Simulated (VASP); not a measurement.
Computed with PBEsol GGA, VASP's PBE PAW potentials (set 64) (plane waves; VASP 6.6.1).

VASP ran on this input.

**POSCAR**
```
Ni3Fe
1
    3.4841768117     0.0000000000    -0.0000000000
    0.0000000000     3.4841768117    -0.0000000000
    0.0000000000     0.0000000000     3.4841768117
Fe Ni
1 3
Direct
  0.0000000000   0.0000000000   0.0000000000
  0.0000000000   0.5000000000   0.5000000000
  0.5000000000   0.0000000000   0.5000000000
  0.5000000000   0.5000000000   0.0000000000
```

**KPOINTS**
```
k-points along high-symmetry lines
15
Line-mode
Reciprocal
  0.000000   0.000000   0.000000 ! GAMMA
  0.000000   0.500000   0.000000 ! X

  0.000000   0.500000   0.000000 ! X
  0.500000   0.500000   0.000000 ! M

  0.500000   0.500000   0.000000 ! M
  0.000000   0.000000   0.000000 ! GAMMA

  0.000000   0.000000   0.000000 ! GAMMA
  0.500000   0.500000   0.500000 ! R

  0.500000   0.500000   0.500000 ! R
  0.000000   0.500000   0.000000 ! X

  0.500000   0.500000   0.500000 ! R
  0.500000   0.500000   0.000000 ! M
```

**INCAR**
```
ALGO = Normal
EDIFF = 1E-7
ENCUT = 400
GGA = PS
ICHARG = 11
ISMEAR = 0
ISPIN = 2
LASPH = T
LCHARG = F
LMAXMIX = 4
LORBIT = 11
LREAL = F
LWAVE = F
MAGMOM = 2.8 3*0.6
NELM = 100
PREC = Accurate
SIGMA = 0.05
SYSTEM = Ni3Fe
```

POTCAR, in this order: Fe Ni (PBE.64 set). Program: vasp_std. Read from the step before: CHGCAR.

The resulting files:

File OSZICAR:
```
       N       E                     dE             d eps       ncg     rms          rms(c)
DAV:   1     0.206304252708E+03    0.20630E+03   -0.15066E+04  9376   0.183E+03
DAV:   2    -0.155979182079E+02   -0.22190E+03   -0.21340E+03  9072   0.337E+02
DAV:   3    -0.258012910290E+02   -0.10203E+02   -0.97527E+01  9282   0.101E+02
DAV:   4    -0.259285897008E+02   -0.12730E+00   -0.12691E+00 10312   0.110E+01
DAV:   5    -0.259324083204E+02   -0.38186E-02   -0.38183E-02 11788   0.153E+00
DAV:   6    -0.259325389404E+02   -0.13062E-03   -0.13062E-03 11425   0.241E-01
DAV:   7    -0.259325410206E+02   -0.20802E-05   -0.20798E-05 11940   0.312E-02
DAV:   8    -0.259325410609E+02   -0.40314E-07   -0.40618E-07  7749   0.385E-03
   1 F= -.25932541E+02 E0= -.25930406E+02  d E =-.426972E-02  mag=     4.6169
```

OUTCAR:
```



 magnetization (x)

# of ion       s       p       d       tot
------------------------------------------
    1        0.009   0.007   2.824   2.840
    2       -0.018  -0.033   0.726   0.675
    3       -0.018  -0.033   0.726   0.675
    4       -0.018  -0.033   0.726   0.675
--------------------------------------------------
tot         -0.047  -0.092   5.003   4.865
```
(Selected blocks of OUTCAR.)

OUTCAR:
```
 val. band max:        9.1420661974   @ k =   0.3571   0.3571   0.3571

 cond. band min:       9.1496040318   @ k =   0.1071   0.5000   0.0000



 spin component 1

 k-point     1 :       0.0000    0.0000    0.0000
  band No.  band energies     occupation
      1      -0.3942      1.00000
      2       3.5058      1.00000
      3       3.5058      1.00000
      4       4.1413      1.00000
      5       4.2833      1.00000
      6       4.2833      1.00000
      7       4.2833      1.00000
      8       6.2952      1.00000
      9       6.2952      1.00000
     10       6.2952      1.00000
     11       7.4343      1.00000
     12       7.4343      1.00000
     13       8.2901      1.00000
     14       8.2901      1.00000
     15       8.3136      1.00000
     16       8.4599      1.00000
     17       8.4599      1.00000
     18       8.4599      1.00000
     19       8.5159      1.00000
     20       8.5159      1.00000
     21       8.5159      1.00000
     22      11.3149      0.00000
     23      11.3149      0.00000
     24      11.3149      0.00000
     25      18.3852      0.00000

 k-point     2 :       0.0000    0.0357    0.0000
  band No.  band energies     occupation
      1      -0.3770      1.00000
      2       3.5119      1.00000
      3       3.5144      1.00000
      4       4.1478      1.00000
      5       4.2887      1.00000
      6       4.2895      1.00000
      7       4.2895      1.00000
      8       6.2886      1.00000
      9       6.3003      1.00000
     10       6.3003      1.00000
     11       7.4276      1.00000
     12       7.4365      1.00000
     13       8.2819      1.00000
     14       8.2859      1.00000
     15       8.3079      1.00000
     16       8.4248      1.00000
     17       8.4248      1.00000
     18       8.4599      1.00000
     19       8.4943      1.00000
     20       8.4943      1.00000
     21       8.5159      1.00000
     22      11.2215      0.00000
...
```

The density is held fixed in this step, so its total energy and stress have no physical meaning.

The compound is Ni3Fe in the L1_2 structure. It was relaxed first, which changed the volume by -5 %.
